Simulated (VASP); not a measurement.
BaAs, 2 atoms in the cell. It takes space group Fm-3m (No. 225, cubic). Conventional cell: a = 6.238 Å, b = 6.238 Å, c = 6.238 Å, α = 90.00°, β = 90.00°, γ = 90.00°. Ba (site symmetry m-3m) is surrounded by 6 As at 3.12 Å. As (site symmetry m-3m) has 6 Ba at 3.12 Å as nearest neighbours. The cell was built by a generator and needn't be a form met in nature.

| Property | Result |
| --- | --- |
| Program | VASP 6.6.1 |
| Task | single point |
| Functional | r2SCAN |
| Potentials or basis | VASP PAW PBE potentials, release 64 (Ba_sv, As) |
| Cutoff | 520 eV |
| k mesh | 9 × 9 × 9 |
| Occupations | fermi-dirac, width 0.1253 eV |
| Spin | no spin polarisation |
| Dipole correction | no |
| Further INCAR settings | ALGO = Normal; EDIFF = 1e-06; NBANDS = 14 |

Potentials or basis: VASP PAW PBE potentials, release 64 (Ba_sv, As).

Run with:

```sh
$ cat potpaw_PBE.64/Ba_sv/POTCAR potpaw_PBE.64/As/POTCAR > POTCAR
$ cp INCAR.step1 INCAR
$ mpirun -np 1 vasp_std > vasp.out
$ cp INCAR.step2 INCAR
$ mpirun -np 1 vasp_std > vasp.out
```

Hardware: 1 thread of AMD EPYC 7571, on a shared host.

Problem. How long does it take, and how much memory?

Solution. It took 5.3 min on 1 thread of AMD EPYC 7571, on a shared host, peak memory 0.2 GiB. Counts: scf iterations 12, k points 35.
